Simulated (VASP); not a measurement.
Al2SiF2: single point with r2SCAN

The system is Al2SiF2.

```xyz
5
Lattice="2.9611 0.0000 0.0000 -1.4805 2.5644 0.0000 0.0000 0.0000 9.3314" Properties=species:S:1:pos:R:3 pbc="T T T"
Al    1.4805    0.8548    7.3630
Al    0.0000    1.7096    1.9684
Si    0.0000    0.0000    0.0000
F     0.0000    1.7096    6.1397
F     1.4805    0.8548    3.1918
```

The cell was built by a generator and needn't be a form met in nature.

```json
{
 "Program": "VASP 6.6.1",
 "Task": "single point",
 "Functional": "r2SCAN",
 "Potentials or basis": "VASP PAW PBE potentials, release 64 (Al, Si, F)",
 "Cutoff": "520 eV",
 "k mesh": "12 × 12 × 4",
 "Occupations": "gaussian, width 0.1 eV",
 "Spin": "no spin polarisation",
 "Further INCAR settings": "ALGO = Normal; EDIFF = 1e-06"
}
```

| Property | Result |
| --- | --- |
| Pressure | -4.0 GPa |
| Largest force | 0.204 eV/Å |
| Band gap on the k mesh | none (metal or under the smearing width) |

Forces in eV/Å, atoms in the order of the input:
```
Al   0.000  0.000 -0.098
Al   0.000  0.000  0.098
Si   0.000  0.000  0.000
F    0.000  0.000  0.204
F    0.000  0.000 -0.204
```

Stress tensor (GPa, compression positive):
```
-4.53  0.00  0.00
 0.00 -4.53  0.00
 0.00  0.00 -2.92
```

Levels at points of the mesh, in eV from the Fermi level:
```tsv
k point	band 9	band 10	band 11	band 12	band 13	band 14	band 15	band 16
(0.00, 0.00, 0.00)	-7.70	-6.72	-2.76	0.89	3.38	6.35	6.35	8.11
(0.50, 0.00, 0.00)	-7.70	-6.65	-4.07	-1.90	1.44	2.36	2.92	5.23
(0.00, 0.00, 0.50)	-7.70	-7.04	-2.38	0.26	4.38	6.16	6.35	6.35
(0.50, 0.00, 0.50)	-7.77	-6.66	-4.03	-1.90	1.40	2.36	2.96	5.23
```

It took 72 s on 4 MPI ranks on Intel(R) Xeon(R) 6975P-C (Granite Rapids) (shared host), peak memory 0.24 GiB a rank.

Caveat: the PAW data sets were made with another functional, which shifts forces and pressure a little.
